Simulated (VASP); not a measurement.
OSZICAR of a VASP run on ZrC (rock salt):

File OSZICAR:
```
       N       E                     dE             d eps       ncg     rms          rms(c)
DAV:   1     0.113297082448E+03    0.11330E+03   -0.89927E+03  2016   0.135E+03
DAV:   2    -0.159324341241E+02   -0.12923E+03   -0.12187E+03  2388   0.335E+02
DAV:   3    -0.216975224336E+02   -0.57651E+01   -0.56422E+01  2904   0.646E+01
DAV:   4    -0.219578183508E+02   -0.26030E+00   -0.26011E+00  2672   0.127E+01
DAV:   5    -0.219624325045E+02   -0.46142E-02   -0.46138E-02  2868   0.168E+00    0.201E+01
DAV:   6    -0.186805097952E+02    0.32819E+01   -0.16285E+01  2296   0.280E+01    0.746E+00
DAV:   7    -0.185632734617E+02    0.11724E+00   -0.75721E-01  2392   0.698E+00    0.540E+00
DAV:   8    -0.185598397236E+02    0.34337E-02   -0.13334E-01  2172   0.361E+00    0.123E+00
DAV:   9    -0.185565261499E+02    0.33136E-02   -0.26806E-02  2608   0.112E+00    0.420E-01
DAV:  10    -0.185570929464E+02   -0.56680E-03   -0.19892E-03  2308   0.579E-01    0.316E-01
DAV:  11    -0.185569244317E+02    0.16851E-03   -0.63612E-04  2220   0.206E-01    0.171E-02
DAV:  12    -0.185569235445E+02    0.88719E-06   -0.13050E-05  2896   0.400E-02    0.119E-02
DAV:  13    -0.185569232423E+02    0.30223E-06   -0.48684E-07  2336   0.687E-03    0.111E-03
DAV:  14    -0.185569232458E+02   -0.35664E-08   -0.19887E-08  1296   0.128E-03
   1 F= -.18556923E+02 E0= -.18556866E+02  d E =-.172460E-03
```

**Question.** Which electronic solver shows in the log?

**Answer.** It is blocked Davidson (ALGO = Normal, or the opening steps of other solvers). The INCAR had ALGO = Normal.

**Question.** Can the final energy be trusted as converged?

**Answer.** The calculation finished and met its thresholds. It stopped with EDIFF = 1E-7, NELM = 100 (RPBE GGA, plane waves, VASP's PBE PAW potentials (set 64)).

The compound is ZrC in the rock salt structure. It was relaxed first.
